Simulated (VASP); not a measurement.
These are PBEsol GGA, VASP's PBE PAW potentials (set 64) (plane waves; VASP) values and carry that method's errors.

The input files of a VASP run:

File KPOINTS:
```
Automatic mesh
0
Gamma
8 5 1
0 0 0
```

### POSCAR
```
Na(211) slab
1.0
  3.6074894910   0.0000000000   0.0000000000
  0.0000000000   5.8910062411   0.0000000000
  0.0000000000   0.0000000000  24.8710225173
Na
6
Cartesian
  2.4049941965   4.4182546808   8.1840337985
  3.6074894910   1.4727515603   9.8846397052
  1.2024952945   4.4182546808  11.5852207408
  2.4049941965   1.4727515603  13.2858017765
  0.0000000000   4.4182546808  14.9863828121
  1.2024952945   1.4727515603  16.6869887188
```

**INCAR**
```
ALGO  =  Normal
DIPOL  =  0.5 0.5 0.5
EDIFF  =  1E-5
EDIFFG  =  -0.03
ENCUT  =  400
GGA  =  PS
IBRION  =  2
IDIPOL  =  3
ISIF  =  2
ISMEAR  =  1
LASPH  =  .TRUE.
LCHARG  =  .FALSE.
LDIPOL  =  .TRUE.
LREAL  =  .FALSE.
LWAVE  =  .TRUE.
NELM  =  100
NELMIN  =  4
NSW  =  50
PREC  =  Normal
SIGMA  =  0.1
SYSTEM  =  Na(211) slab
```

POTCAR, in this order: Na_pv (PBE.64 set). Program: vasp_std.

**Question.** What will the output report for the number of irreducible k-points (NKPTS), largest plane-wave count, number of space-group operations, FFT grid (NGX, NGY, NGZ)?

**Answer.** 
* **number of irreducible k-points (NKPTS)**: 15
* **largest plane-wave count**: 9640
* **number of space-group operations**: 4
* **FFT grid (NGX, NGY, NGZ)**: 18 × 30 × 126

The cell is a thin slab with vacuum, built from Na (bcc): (211) face.
